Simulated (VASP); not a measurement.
```
NaCl
1.0
    0.00000     2.79092     2.79092
    2.79092     0.00000     2.79092
    2.79092     2.79092     0.00000
Na Cl
1 1
Direct
  0.01344   0.01344   0.98656
  0.50000   0.50000   0.50000
```

Method: r2SCAN meta-GGA, VASP's PBE PAW potentials (set 64) (plane waves; VASP). Run with 480 eV cut-off, 8×8×8 Γ-centred mesh, Gaussian smearing of 0.050 eV, potentials Na_pv Cl.

Give the force on each atom (eV/Å).

```tsv
atom	Fx	Fy	Fz
Na1	0.000	0.000	-0.112
Cl2	0.000	0.000	0.112
```

Give the stress tensor in GPa (positive for a compressed cell).

```
0.09  0.00  0.00
0.00  0.09  0.00
0.00  0.00  0.34
```
The pressure is its mean diagonal, 0.17 GPa.

The compound is NaCl in the rock salt structure. This cell was strained or had an atom moved on purpose.
